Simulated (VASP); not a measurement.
```
GaSb
1.0
    0.00000     3.07699     3.07699
    3.07699     0.00000     3.07699
    3.07699     3.07699     0.00000
Ga Sb
1 1
Direct
  0.00000   0.00000   0.00000
  0.25000   0.25000   0.25000
```

The numbers are results of PW91 GGA, VASP's PBE PAW potentials (set 64) (plane waves; VASP 6.6.1), not measurements. Numerical set-up: 520 eV cut-off, 10×10×10 Γ-centred mesh, first-order Methfessel-Paxton smearing of 0.10 eV, potentials Ga_d Sb.

**Question.** Give the stress tensor in GPa (positive for a compressed cell).

**Answer.** 
```
1.42  0.00  0.00
0.00  1.42  0.00
0.00  0.00  1.42
```
The pressure is its mean diagonal, 1.42 GPa.

The compound is GaSb in the zinc blende structure. This cell is one point of a volume scan, at 0.97 of the reference volume.
